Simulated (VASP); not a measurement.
The cell holds one SnO (litharge) monolayer, with vacuum along c. Ionisation potential and electron affinity count from the cell's own band edges, surface states included.

Input:

```
SnO
1.0
    3.82193     0.00000     0.00000
    0.00000     3.82193     0.00000
    0.00000     0.00000    18.13357
Sn O
2 2
Cartesian
  1.91096   0.00000   7.88146
  0.00000   1.91096  10.25211
  1.91096   1.91096   9.06678
  0.00000   0.00000   9.06678
```

Method: PBE GGA with D3 dispersion (Becke-Johnson damping), VASP's PBE PAW potentials (set 64) (plane waves; VASP 6.6.1). Run with 500 eV cut-off, 12×12×1 Γ-centred mesh, Gaussian smearing of 0.050 eV, potentials Sn_d O.

Task: Predict its energy to cut it from the bulk, per area, ionisation potential, electron affinity.

Result: 
```
Item                                            Value
----------------------------------------  -----------
energy to cut it from the bulk, per area  34.2 meV/Å²
ionisation potential                          5.39 eV
electron affinity                             2.35 eV
```

The cell is a sheet with vacuum, built from SnO (litharge).
